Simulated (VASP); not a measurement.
VASP input:

### INCAR
```
# general
SYSTEM  = TeRh
PREC    = Accurate
ENCUT   = 480   # plane-wave cut-off (eV)
LREAL   = .FALSE.
LASPH   = .TRUE.   # aspherical one-centre terms

# electronic loop
EDIFF   = 1E-7   # SCF stop (eV)
NELM    = 100
ALGO    = Normal   # blocked Davidson
LMAXMIX = 4   # l cut-off of mixed one-centre charges

# smearing
ISMEAR  = 1
SIGMA   = 0.1

# functional
GGA     = PS

# ions
ISIF    = 2   # forces and stress, cell fixed

# output
LWAVE   = .FALSE.
LCHARG  = .FALSE.
```

### KPOINTS
```
K-points
0
G
  8 8 8
```

File POSCAR:
```
TeRh
1
    1.8042638432    -5.1610844043    -0.0000000000
    1.8042638432     5.1610844043     0.0000000000
    0.0000000000    -0.0000000000     3.9680742696
Te Rh
2 2
Direct
  0.6439228130   0.3560771870   0.2121982882
  0.3560771870   0.6439228130   0.7500000000
  0.9046605030   0.0953394970   0.2500000000
  0.0953394970   0.9046605030   0.7500000000
```

POTCAR, in this order: Te Rh_pv (PBE.64 set). Program: vasp_std.

Write an equivalent input for Ansatz.

One equivalent input (not run):
Ansatz 0.2 input:
```yaml
crystal:
  lattice:
    - [1.8042638, -5.1610844, 0.0000000]
    - [1.8042638, 5.1610844, 0.0000000]
    - [0.0000000, 0.0000000, 3.9680743]
  atoms:
    - { symbol: Te, position: [0.6439228, 0.3560772, 0.2121983] }
    - { symbol: Te, position: [0.3560772, 0.6439228, 0.7500000] }
    - { symbol: Rh, position: [0.9046605, 0.0953395, 0.2500000] }
    - { symbol: Rh, position: [0.0953395, 0.9046605, 0.7500000] }
kpoints:
  mp_grid: { grid: [8, 8, 8] }
hamiltonian:
  xc: pbesol
  pseudopotentials: { kind: paw }
scf:
  occupations: { method: methfessel_paxton, width: 0.1 }
  max_iter: 100
output: { forces: true, stress: true, eigenvalues: true }
```
The two are equivalent in intent, not identical: each code has its own PAW files, so the cut-off isn't converted (ENCUT is set for VASP's; basis.ecutwfc is left out, and Ansatz then takes the one that its files recommend); Ansatz stops its SCF on the density residual and VASP on the energy change (EDIFF).

The structure was generated: TeRh was put into the CrB type (Cmcm), which need not be its known phase. This cell was strained or had an atom moved on purpose.
